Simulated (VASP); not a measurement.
# Y2SiTe (P6/mmm) in VASP: further runs

Runs on Y2SiTe. Level: PBE. Tasks: single point, relaxation of cell and atoms.

Program: VASP 6.6.1. These are calculated values, not measurements. Logs are shortened: lines on timing, memory, paths and dates and some standing lists are left out, and cuts for length are marked.

## 1. The cell of the first run

It takes space group P6/mmm (No. 191, hexagonal). The conventional cell has a = 5.568 Å, b = 5.568 Å, c = 5.127 Å, α = 90.00°, β = 90.00°, γ = 120.00°. Y (site symmetry -6m2) has 3 Te at 3.21 Å and 3 Y at 3.21 Å as nearest neighbours. Si (site symmetry 6/mmm) is surrounded by 2 Te at 2.56 Å. Te (site symmetry 6/mmm) is surrounded by 2 Si at 2.56 Å.

The cell was built by a generator and needn't be a form met in nature.

## 2. Single point, PBE (random cell by space group and Wyckoff sites (P6/mmm, No. 191))

INCAR

```
ALGO = Normal
EDIFF = 1E-6
ENCUT = 520
GGA = PE
ISIF = 2
ISMEAR = 0
LASPH = True
LCHARG = False
LREAL = False
LWAVE = False
NBANDS = 24
NELM = 100
PREC = Accurate
SIGMA = 0.1
```

KPOINTS

```
k-points
0
Gamma
  6 6 4
```

POSCAR

```
Y2SiTe
1.0
    5.5684043867     -0.0000000031      0.0000000000
   -2.7842021906      4.8223796590      0.0000000000
    0.0000000000      0.0000000000      5.1274016315
Y Si Te
2 1 1
Direct
    0.3333333333      0.6666666667      0.5000000000
    0.6666666667      0.3333333333      0.5000000000
    0.0000000000      0.0000000000      0.0000000000
    0.0000000000      0.0000000000      0.5000000000
```

Potentials or basis: VASP PAW PBE potentials, release 64 (Y_sv, Si, Te).

Launch:

```
> cat potpaw_PBE.64/Y_sv/POTCAR potpaw_PBE.64/Si/POTCAR potpaw_PBE.64/Te/POTCAR > POTCAR
> mpirun -np 1 vasp_std > vasp.out
```

OUTCAR:

```text
EDIFF = 1E-6
   ENCUT = 520
   GGA = PE
   ISIF = 2
   ISMEAR = 0
   LASPH = True
   LREAL = False
   NELM = 100
   PREC = Accurate

 ion  position               nearest neighbor table
   1  0.333  0.667  0.500-   4 3.21   2 3.21   2 3.21   4 3.21   4 3.21   2 3.21
   2  0.667  0.333  0.500-   4 3.21   1 3.21   1 3.21   4 3.21   4 3.21   1 3.21
   3  0.000  0.000  0.000-   4 2.56   4 2.56
   4  0.000  0.000  0.500-   3 2.56   3 2.56   1 3.21   2 3.21   1 3.21   2 3.21   2 3.21   1 3.21

  LATTYP: Found a hexagonal cell.
 ALAT       =     5.5684043867
 C/A-ratio  =     0.9208026708

  Lattice vectors:

 A1 = (   5.5684043867,  -0.0000000031,   0.0000000000)
 A2 = (  -2.7842021906,   4.8223796590,   0.0000000000)
 A3 = (   0.0000000000,   0.0000000000,   5.1274016315)

Analysis of symmetry for initial positions (statically):
=====================================================================
 Subroutine PRICEL returns:
 Original cell was already a primitive cell.

 Routine SETGRP: Setting up the symmetry group for a
 hexagonal supercell.

 Subroutine GETGRP returns: Found 24 space group operations
 (whereof 24 operations were pure point group operations)
 out of a pool of 24 trial point group operations.

The static configuration has the point symmetry D_6h.

Analysis of symmetry for dynamics (positions and initial velocities):
=====================================================================
 Subroutine PRICEL returns:
 Original cell was already a primitive cell.

 Routine SETGRP: Setting up the symmetry group for a
 hexagonal supercell.

 Subroutine GETGRP returns: Found 24 space group operations
 (whereof 24 operations were pure point group operations)
 out of a pool of 24 trial point group operations.

The dynamic configuration has the point symmetry D_6h.

 Subroutine INISYM returns: Found 24 space group operations
 (whereof 24 operations are pure point group operations),
 and found     1 'primitive' translations

----------------------------------------------------------------------------------------

                                     Primitive cell

  volume of cell :     137.6859

  direct lattice vectors                    reciprocal lattice vectors
     5.568404387 -0.000000003  0.000000000     0.179584659  0.103683251  0.000000000
    -2.784202191  4.822379659  0.000000000     0.000000000  0.207366502  0.000000000
     0.000000000  0.000000000  5.127401631     0.000000000  0.000000000  0.195030558

  length of vectors
     5.568404387  5.568404387  5.127401631     0.207366502  0.207366502  0.195030558

  position of ions in fractional coordinates (direct lattice)
     0.333333333  0.666666667  0.500000000
     0.666666667  0.333333333  0.500000000
     0.000000000  0.000000000  0.000000000
     0.000000000  0.000000000  0.500000000

  ion indices of the primitive-cell ions
   primitive index   ion index
                 1           1
                 2           2
                 3           3
                 4           4

----------------------------------------------------------------------------------------

 KPOINTS: k-points

Automatic generation of k-mesh.
 Grid dimensions read from file:
 generate k-points for:    6    6    4

 Generating k-lattice:

  Cartesian coordinates                     Fractional coordinates (reciprocal lattice)
     0.029930776  0.017280542  0.000000000     0.166666667  0.000000000  0.000000000
     0.000000000  0.034561084  0.000000000     0.000000000  0.166666667  0.000000000
     0.000000000  0.000000000  0.048757639     0.000000000  0.000000000  0.250000000

  Length of vectors
     0.034561084  0.034561084  0.048757639

  Shift w.r.t. Gamma in fractional coordinates (k-lattice)
     0.000000000  0.000000000  0.000000000

 Subroutine IBZKPT returns following result:
 ===========================================

 Found     21 irreducible k-points:

 Following reciprocal coordinates:
            Coordinates               Weight
  0.000000  0.000000  0.000000      1.000000
  0.166667  0.000000  0.000000      6.000000
  0.333333  0.000000  0.000000      6.000000
  0.500000  0.000000  0.000000      3.000000
  0.166667  0.166667  0.000000      6.000000
  0.333333  0.166667  0.000000     12.000000
[... 13 lines left out ...]
  0.333333  0.166667  0.500000     12.000000
  0.333333  0.333333  0.500000      2.000000
   k-points           NKPTS =     21   k-points in BZ     NKDIM =     21   number of bands    NBANDS=     24
   number of dos      NEDOS =    301   number of ions     NIONS =      4
   total plane-waves  NPLWV =  70560
   dimension x,y,z NGX =    42 NGY =   42 NGZ =   40
   dimension x,y,z NGXF=    84 NGYF=   84 NGZF=   80
   ions per type =               2   1   1
   NGX,Y,Z   is equivalent  to a cutoff of  12.54, 12.54, 12.97 a.u.
   NGXF,Y,Z  is equivalent  to a cutoff of  25.08, 25.08, 25.94 a.u.
 SYSTEM =  unknown system
   PREC   = accura    normal or accurate (medium, high low for compatibility)
   ISTART =      0    job   : 0-new  1-cont  2-samecut
   ICHARG =      2    charge: 1-file 2-atom 10-const
   ISPIN  =      1    spin polarized calculation?
   LNONCOLLINEAR =      F non collinear calculations
   LSORBIT =      F    spin-orbit coupling
   LASPH  =      T    aspherical Exc in radial PAW
   ENCUT  =  520.0 eV  38.22 Ry    6.18 a.u.  10.35 10.35  9.53*2*pi/ulx,y,z
   NELM   =    100;   NELMIN=  2; NELMDL= -5     # of ELM steps
   EDIFF  = 0.1E-05   stopping-criterion for ELM
   LREAL  =      F    real-space projection
   EDIFFG = 0.1E-04   stopping-criterion for IOM
   NSW    =      0    number of steps for IOM
   IBRION =     -1    ionic relax: 0-MD 1-quasi-New 2-CG
   NFREE  =      0    steps in history (QN), initial steepest desc. (CG)
   ISIF   =      2    stress and relaxation
   ISYM   =      2    0-nonsym 1-usesym 2-fastsym
   POTIM  = 0.5000    time-step for ionic-motion
   TEBEG  =    0.0;   TEEND  =   0.0 temperature during run
   PSTRESS=    0.0 pullay stress
   NELECT =      32.0000    total number of electrons
   NUPDOWN=      -1.0000    fix difference up-down
   EMIN   =  10.00;   EMAX   =-10.00  energy-range for DOS
   EFERMI =   0.00;   METHOD = LEGACY
   ISMEAR =     0;   SIGMA  =   0.10  broadening in eV -4-tet -1-fermi 0-gaus
   EFERMI_NEDOS =   21; number of points for ismear=-14 and -15
   IALGO  =     38    algorithm
   IMIX   =      4    mixing-type and parameters
     AMIX     =   0.40;   BMIX     =  1.00
     AMIX_MAG =   1.60;   BMIX_MAG =  1.00
  volume/ion in A,a.u.               =      34.42       232.29
  Fermi-wavevector in a.u.,A,eV,Ry     =   1.006534  1.902073 13.784200  1.013110
  Thomas-Fermi vector in A             =   2.139282
   LORBIT       =      0    0 simple, 1 ext, 2 COOP (PROOUT), +10 PAW based schemes
   GGA     = PE    functional components
   LHFCALC =     F    Hartree Fock is set to
   AEXX    =    0.0000 exact exchange contribution
   IVDW    =     0    specifies the selected vdW correction
   LEPSILON=     F    determine dielectric tensor
   LRPA    =     F    only Hartree local field effects (RPA)
 non-spin polarized calculation
 Gauss-broadening in eV      SIGMA  =   0.10
  energy-cutoff  :      520.00
  volume of cell :      137.69
 maximum number of plane-waves:      3716
 NGX is ok and might be reduce to    42
   NGX = 21   NGY = 21   NGZ = 19

 number of electron      32.0000002 magnetization

 Free energy of the ion-electron system (eV)
  ---------------------------------------------------
  ext. energy  EPLUGINS =         0.00000000
  ---------------------------------------------------
  free energy    TOTEN  =       -18.92748965 eV

  energy without entropy =      -18.90314906  energy(sigma->0) =      -18.91531936

 E-fermi :   3.9562     XC(G=0):  -8.6579

 val. band max:        3.9280241817   @ k =   0.3333   0.3333   0.5000
 cond. band min:       3.9674237977   @ k =   0.0000   0.0000   0.5000
 fundamental gap:      0.0393996161
 Fermi energy:         3.9561699542

 k-point     1 :       0.0000    0.0000    0.0000
  band No.  band energies     occupation
      1     -39.6070      2.00000
      2     -39.4896      2.00000
      3     -19.7762      2.00000
      4     -19.7762      2.00000
      5     -19.7158      2.00000
      6     -19.5842      2.00000
[... 16 lines left out ...]
     23       5.7550      0.00000
     24       5.7550      0.00000

 k-point     2 :       0.1667    0.0000    0.0000
  band No.  band energies     occupation
      1     -39.6001      2.00000
      2     -39.4966      2.00000
      3     -19.7909      2.00000
      4     -19.7555      2.00000
      5     -19.7080      2.00000
      6     -19.5920      2.00000
[... 16 lines left out ...]
     23       6.1442      0.00000
     24       6.2472      0.00000

 k-point     3 :       0.3333    0.0000    0.0000
  band No.  band energies     occupation
      1     -39.5824      2.00000
      2     -39.5146      2.00000
      3     -19.8180      2.00000
      4     -19.7072      2.00000
      5     -19.6879      2.00000
      6     -19.6121      2.00000
[... 16 lines left out ...]
     23       6.2977      0.00000
     24       6.5819      0.00000
[... 433 lines left out ...]
 k-point    20 :       0.3333    0.1667    0.5000
  band No.  band energies     occupation
      1     -39.5680      2.00000
      2     -39.5289      2.00000
      3     -19.8464      2.00000
      4     -19.6766      2.00000
      5     -19.6411      2.00000
      6     -19.6323      2.00000
[... 16 lines left out ...]
     23       6.3016      0.00000
     24       6.3675      0.00000

 k-point    21 :       0.3333    0.3333    0.5000
  band No.  band energies     occupation
      1     -39.5485      2.00000
      2     -39.5485      2.00000
      3     -19.8656      2.00000
      4     -19.6545      2.00000
      5     -19.6545      2.00000
      6     -19.5300      2.00000
[... 16 lines left out ...]
     23       6.4018      0.00000
     24       6.4018      0.00000

------------------------ aborting loop because EDIFF is reached ----------------------------------------

  FORCE on cell =-STRESS in cart. coord.  units (eV):
  Direction    XX          YY          ZZ          XY          YZ          ZX
  --------------------------------------------------------------------------------------
  -------------------------------------------------------------------------------------
  Total       -0.1620537     -0.1620537     -0.0854670     -0.0000000     -0.0000000      0.0000000
  in kB       -1.8857318     -1.8857318     -0.9945341     -0.0000000     -0.0000000      0.0000000
  external PRESSURE =      -1.5886659 kB  Pullay stress =       0.0000000 kB

 VOLUME and BASIS-vectors are now :
 -----------------------------------------------------------------------------
  energy-cutoff  :      520.00
  volume of cell :      137.69
      direct lattice vectors                 reciprocal lattice vectors
     5.568404387 -0.000000003  0.000000000     0.179584659  0.103683251  0.000000000
    -2.784202191  4.822379659  0.000000000     0.000000000  0.207366502  0.000000000
     0.000000000  0.000000000  5.127401631     0.000000000  0.000000000  0.195030558

 POSITION                                       TOTAL-FORCE (eV/Angst)
 -----------------------------------------------------------------------------------
      0.00000      3.21492      2.56370        -0.000000      0.000000     -0.000000
      2.78420      1.60746      2.56370         0.000000     -0.000000      0.000000
      0.00000      0.00000      0.00000         0.000000     -0.000000      0.000000
      0.00000      0.00000      2.56370         0.000000     -0.000000      0.000000
 -----------------------------------------------------------------------------------
    total drift:                                0.000000      0.000000     -0.000000

  FREE ENERGIE OF THE ION-ELECTRON SYSTEM (eV)
  ---------------------------------------------------
  free  energy   TOTEN  =       -18.9274896458 eV

  energy  without entropy=      -18.9031490643  energy(sigma->0) =      -18.91531936
```

Wall time 81 s (1 thread of Intel Xeon Platinum 8488C (Sapphire Rapids), shared host); peak memory 0.29 GiB.

What came out:

| Property | Result |
| --- | --- |
| Free energy | -18.9275 eV |
| Pressure | -0.2 GPa |
| Band gap on the k mesh | none (metal or under the smearing width) |

The run has no spin-orbit coupling, so splittings on Te are missing.

## 3. Relaxation of cell and atoms, PBE (random cell by space group and Wyckoff sites (P6/mmm, No. 191))

INCAR

```
SYSTEM = Y2SiTe
PREC = Accurate
ENCUT = 600
EDIFF = 1E-6
ISMEAR = 0
SIGMA = 0.1
LREAL = .False.
LASPH = .True.
NELM = 100
ALGO = Normal
ISIF = 3
LWAVE = .False.
LCHARG = .False.
GGA = PE
IBRION = 2
NSW = 90
EDIFFG = -0.04
```

KPOINTS

```
regular mesh
0
Gamma
  6 6 4
  0 0 0
```

POSCAR

```
Y2SiTe
1.0
    5.1681097300      0.0000000000      0.0000000000
   -2.5840548600      4.4757143100      0.0000000000
    0.0000000000      0.0000000000      4.7083299600
Y Si Te
2 1 1
Direct
    0.3333333300      0.6666666700      0.5000000000
    0.6666666700      0.3333333300      0.5000000000
    0.0000000000      0.0000000000      0.0000000000
    0.0000000000      0.0000000000      0.5000000000
```

Potentials or basis: VASP PAW PBE potentials, release 64 (Y_sv, Si, Te).

Launch:

```
> cat potpaw_PBE.64/Y_sv/POTCAR potpaw_PBE.64/Si/POTCAR potpaw_PBE.64/Te/POTCAR > POTCAR
> mpirun -np 1 vasp_std > vasp.out
```

Wall time 12 min (1 thread of Intel Xeon Platinum 8488C (Sapphire Rapids), shared host); peak memory 0.31 GiB.

Results (log left out):

* Free energy: -18.9266 eV
* Relaxed volume: 34.27 Å³/atom
* Relaxed cell: a = 5.558 Å, b = 5.558 Å, c = 5.124 Å, α = 90.00°, β = 90.00°, γ = 120.00°
* Space group after relaxing (to 0.05 Å): P6/mmm (No. 191)
* Energy gained by relaxing: 260.9 meV/atom
* Ionic steps: 14
* Pressure after relaxing: 0.0 GPa
* Band gap on the k mesh: none (metal or under the smearing width)

The path:
| step | energy change (eV) | largest force (eV/Å) | pressure (GPa) | volume (Å³) |
| --- | --- | --- | --- | --- |
| 1 | 0.0000 | 0.0000 | 14.05 | 108.91 |
| 2 | -0.9573 | 0.0000 | -1.73 | 150.83 |
| 3 | -1.0223 | 0.0000 | 0.28 | 137.05 |
| 4 | -1.0225 | 0.0000 | 0.13 | 137.81 |
| 5 | -1.0291 | 0.0000 | -0.22 | 138.55 |
| 6 | -1.0322 | 0.0000 | -0.90 | 140.73 |
| 7 | -1.0349 | 0.0000 | -0.63 | 139.56 |
| 8 | -1.0355 | 0.0000 | -0.77 | 140.04 |
| 9 | -1.0379 | 0.0000 | -0.67 | 139.68 |
| 10 | -1.0382 | 0.0000 | -0.60 | 139.50 |
| 11 | -1.0405 | 0.0000 | -0.46 | 138.91 |
| 12 | -1.0427 | 0.0000 | -0.23 | 138.00 |
| 13 | -1.0427 | 0.0000 | 0.24 | 136.20 |
| 14 | -1.0434 | 0.0000 | 0.01 | 137.09 |

Final structure:
```
CELL_PARAMETERS angstrom
5.55842 0.00000 0.00000
-2.77921 4.81373 0.00000
0.00000 0.00000 5.12373
ATOMIC_POSITIONS crystal
Y 0.33333 0.66667 0.50000
Y 0.66667 0.33333 0.50000
Si 0.00000 0.00000 0.00000
Te 0.00000 0.00000 0.50000
```

Levels at points of the mesh, in eV from the Fermi level:
| k point | band 12 | band 13 | band 14 | band 15 | band 16 | band 17 | band 18 | band 19 | band 20 |
| --- | --- | --- | --- | --- | --- | --- | --- | --- | --- |
| (0.00, 0.00, 0.00) | -4.83 | -4.83 | -1.67 | 0.58 | 0.58 | 0.63 | 0.63 | 0.67 | 0.86 |
| (0.50, 0.00, 0.00) | -5.48 | -4.55 | -1.32 | -1.02 | -0.16 | -0.09 | 0.59 | 1.09 | 1.17 |
| (0.00, 0.00, 0.50) | -4.55 | -1.01 | -1.01 | -0.95 | 0.01 | 0.01 | 0.10 | 0.60 | 0.85 |
| (0.50, 0.00, 0.50) | -4.19 | -2.15 | -1.82 | -1.09 | 0.22 | 0.34 | 0.63 | 1.14 | 1.79 |

Caveat: the volume moved by over 15 % at a fixed basis, so the end points are rough.
